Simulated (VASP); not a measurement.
All values below come from PBE GGA, VASP's PBE PAW potentials (set 64) (plane waves; VASP 6.6.1).

Input for VASP

**KPOINTS**
```
Automatic mesh
0
Gamma
8 8 8
0 0 0
```

**INCAR**
```
SYSTEM  =  PtAl2
PREC  =  Accurate; ENCUT  =  480; LREAL  =  .False.
LASPH  =  .True.
EDIFF  =  1E-7; NELM  =  100; ALGO  =  Normal
LMAXMIX  =  6
ISMEAR  =  1; SIGMA  =  0.1
GGA  =  PE
IBRION  =  2; NSW  =  40; ISIF  =  3
EDIFFG  =  -0.01; PSTRESS  =  50
LWAVE  =  .False.; LCHARG  =  .False.
```

POSCAR:
```
PtAl2
1.0
  0.0000000000   2.9713969636   2.9713969636
  2.9713969636   0.0000000000   2.9713969636
  2.9713969636   2.9713969636   0.0000000000
Al Pt
2 1
Cartesian
  1.4856984818   1.4856984818   1.4856984818
  4.4570954454   4.4570954454   4.4570954454
  0.0000000000   0.0000000000   0.0000000000
```

POTCAR, in this order: Al Pt (PBE.64 set). Program: vasp_std.

The resulting files:

File OUTCAR:
```
 ion  position               nearest neighbor table
   1  0.250  0.250  0.250-   3 2.57   3 2.57   3 2.57   3 2.57   2 2.97   2 2.97   2 2.97   2 2.97
                             2 2.97   2 2.97
   2  0.750  0.750  0.750-   3 2.57   3 2.57   3 2.57   3 2.57   1 2.97   1 2.97   1 2.97   1 2.97
                             1 2.97   1 2.97
   3  0.000  0.000  0.000-   2 2.57   2 2.57   2 2.57   1 2.57   2 2.57   1 2.57   1 2.57   1 2.57
  LATTYP: Found a face centered cubic cell.
 ALAT       =     5.9427939272
 Subroutine PRICEL returns:
 Original cell was already a primitive cell.
 Subroutine GETGRP returns: Found 48 space group operations
The static configuration has the point symmetry O_h .
The dynamic configuration has the point symmetry O_h .
 Subroutine INISYM returns: Found 48 space group operations
 Subroutine IBZKPT returns following result:
 Found     29 irreducible k-points:

 Following reciprocal coordinates:
            Coordinates               Weight
  0.000000  0.000000  0.000000      1.000000
  0.125000  0.000000  0.000000      8.000000
  0.250000  0.000000  0.000000      8.000000
  0.375000  0.000000  0.000000      8.000000
  0.500000  0.000000  0.000000      4.000000
  0.125000  0.125000  0.000000      6.000000
  0.250000  0.125000  0.000000     24.000000
  0.375000  0.125000  0.000000     24.000000
  0.500000  0.125000  0.000000     24.000000
 -0.375000  0.125000  0.000000     24.000000
 -0.250000  0.125000  0.000000     24.000000
 -0.125000  0.125000  0.000000     12.000000
  0.250000  0.250000  0.000000      6.000000
  0.375000  0.250000  0.000000     24.000000
  0.500000  0.250000  0.000000     24.000000
 -0.375000  0.250000  0.000000     24.000000
 -0.250000  0.250000  0.000000     12.000000
  0.375000  0.375000  0.000000      6.000000
  0.500000  0.375000  0.000000     24.000000
 -0.375000  0.375000  0.000000     12.000000
  0.500000  0.500000  0.000000      3.000000
  0.375000  0.250000  0.125000     24.000000
  0.500000  0.250000  0.125000     48.000000
 -0.375000  0.250000  0.125000     24.000000
  0.500000  0.375000  0.125000     24.000000
 -0.375000  0.375000  0.125000     48.000000
 -0.250000  0.375000  0.125000     24.000000
 -0.375000  0.500000  0.125000     12.000000
 -0.250000  0.500000  0.250000      6.000000
   k-points           NKPTS =     29   k-points in BZ     NKDIM =     29   number of bands    NBANDS=     12
   number of dos      NEDOS =    301   number of ions     NIONS =      3
   total plane-waves  NPLWV =  27000
   dimension x,y,z NGX =    30 NGY =   30 NGZ =   30
   dimension x,y,z NGXF=    60 NGYF=   60 NGZF=   60
   ions per type =               2   1
   PREC   = accura    normal or accurate (medium, high low for compatibility)
   ISTART =      0    job   : 0-new  1-cont  2-samecut
   ICHARG =      2    charge: 1-file 2-atom 10-const
   ISPIN  =      1    spin polarized calculation?
   LNONCOLLINEAR =      F non collinear calculations
   LSORBIT =      F    spin-orbit coupling
   INIWAV =      1    electr: 0-lowe 1-rand  2-diag
   ENCUT  =  480.0 eV  35.28 Ry    5.94 a.u.   7.51  7.51  7.51*2*pi/ulx,y,z
   NELM   =    100;   NELMIN=  2; NELMDL= -5     # of ELM steps
   EDIFF  = 0.1E-06   stopping-criterion for ELM
   LREAL  =      F    real-space projection
   NLSPLINE    = F    spline interpolate recip. space projectors
   LMAXMIX     =    6 max onsite mixed and CHGCAR
   VOSKOWN=      0    Vosko Wilk Nusair interpolation
   EDIFFG = -.1E-01   stopping-criterion for IOM
   NSW    =     40    number of steps for IOM
   NBLOCK =      1;   KBLOCK =     40    inner block; outer block
   IBRION =      2    ionic relax: 0-MD 1-quasi-New 2-CG
   NFREE  =      1    steps in history (QN), initial steepest desc. (CG)
   ISIF   =      3    stress and relaxation
   ISYM   =      2    0-nonsym 1-usesym 2-fastsym
...
```

### OSZICAR
```
       N       E                     dE             d eps       ncg     rms          rms(c)
DAV:   1     0.463807073675E+02    0.46381E+02   -0.65472E+03   712   0.106E+03
DAV:   2    -0.149480202665E+02   -0.61329E+02   -0.55684E+02   840   0.180E+02
DAV:   3    -0.167741305900E+02   -0.18261E+01   -0.17783E+01   876   0.298E+01
DAV:   4    -0.167941838234E+02   -0.20053E-01   -0.19975E-01   820   0.341E+00
DAV:   5    -0.167944641387E+02   -0.28032E-03   -0.28030E-03   868   0.458E-01    0.841E+00
DAV:   6    -0.163475344806E+02    0.44693E+00   -0.24973E+00   792   0.155E+01    0.220E+00
DAV:   7    -0.162675201666E+02    0.80014E-01   -0.21081E-01   772   0.466E+00    0.166E+00
DAV:   8    -0.162381515900E+02    0.29369E-01   -0.32328E-02   768   0.178E+00    0.254E-01
DAV:   9    -0.162381169613E+02    0.34629E-04   -0.21197E-03   840   0.453E-01    0.164E-01
DAV:  10    -0.162382749630E+02   -0.15800E-03   -0.35170E-04   756   0.158E-01    0.189E-02
DAV:  11    -0.162382718127E+02    0.31503E-05   -0.20908E-05   832   0.482E-02    0.862E-03
DAV:  12    -0.162382737920E+02   -0.19793E-05   -0.58105E-06   744   0.182E-02    0.224E-03
DAV:  13    -0.162382736959E+02    0.96112E-07   -0.58919E-07   880   0.782E-03
   1 F= -.14600811E+02 E0= -.14600988E+02  d E =-.146008E+02
       N       E                     dE             d eps       ncg     rms          rms(c)
DAV:   1    -0.170693491750E+02   -0.83108E+00   -0.13938E+01   776   0.400E+01    0.743E+00
DAV:   2    -0.161624985173E+02    0.90685E+00   -0.53349E+00   760   0.234E+01    0.208E+00
DAV:   3    -0.161013264587E+02    0.61172E-01   -0.26144E-01   732   0.562E+00    0.698E-01
DAV:   4    -0.160950486414E+02    0.62778E-02   -0.22825E-02   788   0.951E-01    0.214E-01
DAV:   5    -0.160948270811E+02    0.22156E-03   -0.37471E-03   804   0.631E-01    0.124E-01
DAV:   6    -0.160949059449E+02   -0.78864E-04   -0.62187E-04   780   0.237E-01    0.278E-02
DAV:   7    -0.160949114743E+02   -0.55293E-05   -0.37298E-05   784   0.658E-02    0.410E-03
DAV:   8    -0.160949121479E+02   -0.67360E-06   -0.23582E-06   812   0.123E-02    0.400E-03
DAV:   9    -0.160949121858E+02   -0.37907E-07   -0.19865E-06   736   0.137E-02    0.121E-03
DAV:  10    -0.160949121816E+02    0.42271E-08   -0.55340E-08   428   0.285E-03
   2 F= -.14581871E+02 E0= -.14582203E+02  d E =0.189396E-01
       N       E                     dE             d eps       ncg     rms          rms(c)
DAV:   1    -0.165034784667E+02   -0.40857E+00   -0.43185E+00   768   0.221E+01    0.332E+00
DAV:   2    -0.162246916838E+02    0.27879E+00   -0.14620E+00   760   0.130E+01    0.938E-01
DAV:   3    -0.162131092903E+02    0.11582E-01   -0.53488E-02   736   0.248E+00    0.451E-01
DAV:   4    -0.162110914563E+02    0.20178E-02   -0.57046E-03   752   0.435E-01    0.122E-01
DAV:   5    -0.162110938150E+02   -0.23587E-05   -0.72299E-04   784   0.274E-01    0.685E-02
DAV:   6    -0.162110923860E+02    0.14290E-05   -0.11882E-04   776   0.108E-01    0.190E-02
DAV:   7    -0.162110941410E+02   -0.17549E-05   -0.39395E-06   816   0.160E-02    0.342E-03
DAV:   8    -0.162110937679E+02    0.37303E-06   -0.10971E-06   764   0.940E-03    0.460E-04
DAV:   9    -0.162110937858E+02   -0.17849E-07   -0.28155E-08   416   0.148E-03
   3 F= -.14629648E+02 E0= -.14629949E+02  d E =-.288373E-01
```

**OUTCAR**
```
------------------------ aborting loop because EDIFF is reached ----------------------------------------
  FORCE on cell =-STRESS in cart. coord.  units (eV):
  Direction    XX          YY          ZZ          XY          YZ          ZX
  --------------------------------------------------------------------------------------
  Total        1.5678958      1.5678958      1.5678958      0.0000000     -0.0000000     -0.0000000
  in kB       49.5716025     49.5716025     49.5716025      0.0000000     -0.0000000     -0.0000000
  external PRESSURE =      -0.4283975 kB  Pullay stress =      50.0000000 kB
  volume of cell :       50.68
      direct lattice vectors                 reciprocal lattice vectors
    -0.000000000  2.937119459  2.937119459    -0.170234819  0.170234819  0.170234819
     2.937119459  0.000000000  2.937119459     0.170234819 -0.170234819  0.170234819
     2.937119459  2.937119459 -0.000000000     0.170234819  0.170234819 -0.170234819
 POSITION                                       TOTAL-FORCE (eV/Angst)
 -----------------------------------------------------------------------------------
      1.46856      1.46856      1.46856        -0.000000     -0.000000      0.000000
      4.40568      4.40568      4.40568         0.000000     -0.000000      0.000000
      0.00000      0.00000      0.00000         0.000000      0.000000     -0.000000
 -----------------------------------------------------------------------------------
    total drift:                                0.000000     -0.000000     -0.000000
  FREE ENERGIE OF THE ION-ELECTRON SYSTEM (eV)
  ---------------------------------------------------
  free  energy   TOTEN  =       -16.2110937858 eV

  energy  without entropy=      -16.2119963696  energy(sigma->0) =      -16.21139465
  enthalpy is  TOTEN    =       -14.6296482142 eV   P V=        1.5814455715

 reached required accuracy - stopping structural energy minimisation
```
(Selected blocks of OUTCAR.)

File CONTCAR:
```
PtAl2
   1.00000000000000
    -0.0000000000000000    2.9371194592234851    2.9371194592234851
     2.9371194592234851    0.0000000000000000    2.9371194592234851
     2.9371194592234851    2.9371194592234851   -0.0000000000000000
  Al              Pt
     2     1
Direct
     0.2500000000000000    0.2500000000000000    0.2500000000000000
     0.7500000000000000    0.7500000000000000    0.7500000000000000
     0.0000000000000000    0.0000000000000000    0.0000000000000000
```

Energy and stress use the plane-wave basis of the starting cell.

The compound is PtAl2 in the fluorite structure. This run relaxes it under an external pressure of 5 GPa. Symmetry was kept, so distortions that lower it aren't found.
